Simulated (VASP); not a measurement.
Computed with LDA (Ceperley-Alder, Perdew-Zunger), VASP's LDA PAW potentials (set 64) (plane waves; VASP).

VASP ran on this input.

INCAR:
```
ALGO=Normal
EDIFF=1E-6
ENCUT=400
ISIF=2
ISMEAR=0
LASPH=T
LCHARG=F
LREAL=F
LWAVE=F
NELM=100
PREC=Accurate
SIGMA=0.01
SYSTEM=SiC
```

**KPOINTS**
```
Automatic
0
gamma
8 8 3
```

**POSCAR**
```
SiC
1
    3.0756900000     0.0000000000     0.0000000000
   -1.5378450000     2.6636260000     0.0000000000
    0.0000000000     0.0000000000    10.0706500000
Si C
4 4
Direct
  0.6666670000   0.3333330000   0.9378400000
  0.3333330000   0.6666670000   0.4378400000
  0.0000000000   0.0000000000   0.6878900000
  0.0000000000   0.0000000000   0.1878900000
  0.6666670000   0.3333330000   0.7498000000
  0.3333330000   0.6666670000   0.2498000000
  0.0000000000   0.0000000000   0.5004600000
  0.0000000000   0.0000000000   0.0004600000
```

POTCAR, in this order: Si C (LDA.64 set). Program: vasp_std.

At this cut-off the stress carries a Pulay error, which pulls relaxed volumes low.

Predict the energy per atom (σ→0), pressure.

| Item | Value |
|---|---|
| energy per atom (σ→0) | -8.324 eV/atom |
| pressure | -4.51 GPa |

OSZICAR:
```
...
DAV:   7    -0.666661239902E+02    0.28219E+00   -0.18012E+00  1150   0.686E+00    0.337E+00
DAV:   8    -0.665960938127E+02    0.70030E-01   -0.11480E-01   965   0.187E+00    0.960E-01
DAV:   9    -0.665881250727E+02    0.79687E-02   -0.13875E-02  1036   0.683E-01    0.165E-01
DAV:  10    -0.665882017744E+02   -0.76702E-04   -0.79321E-04  1005   0.172E-01    0.809E-02
DAV:  11    -0.665882077433E+02   -0.59689E-05   -0.32799E-05  1051   0.426E-02    0.199E-02
DAV:  12    -0.665882041241E+02    0.36192E-05   -0.66237E-06  1010   0.133E-02    0.877E-03
DAV:  13    -0.665882039658E+02    0.15826E-06   -0.13428E-06   685   0.577E-03
   1 F= -.66588204E+02 E0= -.66588204E+02  d E =-.397567E-22
```

The structure comes from a computed database's SiC entry; how it stands against other phases isn't given here. The cell was not relaxed at this level.
